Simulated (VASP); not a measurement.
Energy against volume of BP (zinc blende). Level of theory: HSE06 screened hybrid, VASP's PBE PAW potentials (set 64) (plane waves; VASP 6.6.1). Run with 520 eV cut-off, 8×8×8 Γ-centred mesh, Gaussian smearing of 0.050 eV, potentials B P.

| V (Å³/atom) | E (eV/atom) |
|---|---|
| 11.041 | -7.42362 |
| 11.393 | -7.43518 |
| 11.746 | -7.43429 |
| 12.098 | -7.42258 |

Q: Fit these four points and predict the energy of the run at 10.689 Å³/atom.

A: A cubic in V^(−2/3), the third-order Birch-Murnaghan form, passes through the four points with V0 = 11.54 Å³/atom and B0 = 175 GPa, and gives -7.3977 eV/atom there. The run gave -7.3977 eV/atom, +0.1 meV/atom from the fit; all five points give B0 = 175 GPa.

The compound is BP in the zinc blende structure. It was relaxed first. The cell's shape comes from a PBE relaxation.
